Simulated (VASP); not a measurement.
A run of VASP 6.6.1:

File INCAR:

```
  PREC = Accurate
  ENCUT = 520
  EDIFF = 1E-6
  ISMEAR = -1
  SIGMA = 0.05
  LREAL = Auto
  LASPH = True
  NELM = 60
  ALGO = Fast
  ISIF = 2
  LWAVE = False
  LCHARG = False
  GGA = PE
  NBANDS = 55
```

Contents of KPOINTS:

```
Automatic mesh
0
Gamma
  1 1 1
```

Contents of POSCAR:

```
H18SO8
1.0
    6.6943300000      0.0000000000      0.0000000000
    0.0000000000      6.6943300000      0.0000000000
    0.0000000000      0.0000000000      6.6943300000
O H S
8 18 1
Direct
   -0.0348801666      0.1206149140      0.1850503819
    0.8368132259      0.4433503703      0.6998595502
    0.4536727567      0.4648088172      0.1944910874
    0.5944572211      1.1230989137      0.3528588445
    0.9662823922      0.5151367981      0.3331918468
    0.2319038346      0.3958994715      0.8563936747
    0.9014833888      0.0617123653      0.7950383662
    0.2799407309      0.8151031014      0.1932776656
    0.0652783551      0.0223857979      0.2247804896
   -0.0626996364      0.0921838170      0.0409569628
    0.9468532496      0.4805092578      0.7883528242
    0.8904562850      0.4733962160      0.5635731062
    0.5109447984      0.3457769204      0.2632406228
    0.3814493412      0.4108512927      0.0781211743
    0.7311353070      1.1061454038      0.2966945006
    0.5135703041      1.0187005311      0.2909959284
    1.0653027336      0.6111196843      0.2858326358
    0.9917829155      0.3886253697      0.2631451853
    0.3221439646      0.4708628969      0.7657914962
    0.1990550377      0.2708278483      0.7884083615
    0.8568693317      0.1954337329      0.7440712355
    0.8015588783     -0.0330598738      0.7463138530
    0.2669967368      0.8260018457      0.0490728934
    0.3560326728      0.6855459891      0.2107798964
    0.5681588828      0.6516267082      0.4926912852
    0.3898183225      0.8578743225      0.5925699181
    0.5260724362      0.7310404878      0.6745107134
```

Potentials or basis: VASP PAW PBE potentials, release 64 (O, H, S).

Launch:

```console
$ cat potpaw_PBE.64/O/POTCAR potpaw_PBE.64/H/POTCAR potpaw_PBE.64/S/POTCAR > POTCAR
$ mpirun -np 1 vasp_gam > vasp.out
```

Hardware: 1 thread of Intel(R) Xeon(R) 6975P-C (Granite Rapids), on a shared host.

**Question.** Estimate the wall time of this run.

**Answer.** Wall time 22 s on 1 thread of Intel(R) Xeon(R) 6975P-C (Granite Rapids), with other jobs on the host, peak memory 0.33 GiB. Counts: scf iterations 15, k points 1.
